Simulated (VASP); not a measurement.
Crystal: NbTlTe2.

```
Nb Tl Te
1.0
     3.49089    0.00000    0.00000
     0.00000    3.49089    0.00000
     0.00000    0.00000    8.60129
Nb Tl Te
1 1 2
Direct
  0.50000 0.50000 0.00000
  0.50000 0.50000 0.50000
  0.00000 0.00000 0.80937
  0.00000 0.00000 0.19063
```

The cell was built by a generator and needn't be a form met in nature.

| Quantity | Value |
| --- | --- |
| Program | VASP 6.6.1 |
| Task | relaxation of cell and atoms |
| Functional | vdW-DF |
| Potentials or basis | VASP PAW PBE potentials, release 64 (Nb_pv, Tl_d, Te) |
| Cutoff | 600 eV |
| k mesh | 6 × 6 × 3 |
| Occupations | tetrahedron |
| Spin | collinear spin, ferromagnetic start |
| Starting moments | [0.5, 0.0, 0.0, 0.0] μB |

At the start: pressure 4.5 GPa; volume 26.20 Å³/atom.

Question: Where does the relaxation end?

Answer: Over 12 steps the energy falls by 26.5 meV/atom and the volume is 28.48 Å³/atom (+8.7 %); space group P4/mmm (No. 123, to 0.05 Å); moment 0.00 μB per cell.

Step by step:
| step | energy change (eV) | largest force (eV/Å) | pressure (GPa) | volume (Å³) |
| --- | --- | --- | --- | --- |
| 1 | 0.0000 | 0.3124 | 4.54 | 104.82 |
| 2 | -0.0245 | 0.2279 | 3.90 | 105.66 |
| 3 | -0.0825 | 0.3546 | 0.25 | 110.79 |
| 4 | -0.0853 | 0.2929 | 0.38 | 110.70 |
| 5 | -0.0919 | 0.0065 | 0.51 | 111.37 |
| 6 | -0.0926 | 0.0207 | 0.22 | 112.15 |
| 7 | -0.0927 | 0.0088 | -0.14 | 113.04 |
| 8 | -0.0934 | 0.0017 | -0.29 | 113.45 |
| 9 | -0.0975 | 0.0199 | -0.48 | 114.19 |
| 10 | -0.1029 | 0.0215 | -0.42 | 114.53 |
| 11 | -0.1056 | 0.0108 | -0.18 | 114.23 |
| 12 | -0.1061 | 0.0016 | -0.03 | 113.91 |

Final structure:
```yaml
crystal:
  lattice:
    - [3.54653, 0.00000, 0.00000]
    - [0.00000, 3.54653, 0.00000]
    - [0.00000, 0.00000, 9.05668]
  atoms:
    - { symbol: Nb, position: [0.50000, 0.50000, 0.00000] }
    - { symbol: Tl, position: [0.50000, 0.50000, 0.50000] }
    - { symbol: Te, position: [0.00000, 0.00000, 0.81453] }
    - { symbol: Te, position: [0.00000, 0.00000, 0.18547] }
```

Caveat: the PAW data sets were made with another functional, which shifts forces and pressure a little; tetrahedron occupations give inexact forces and stress in metals.
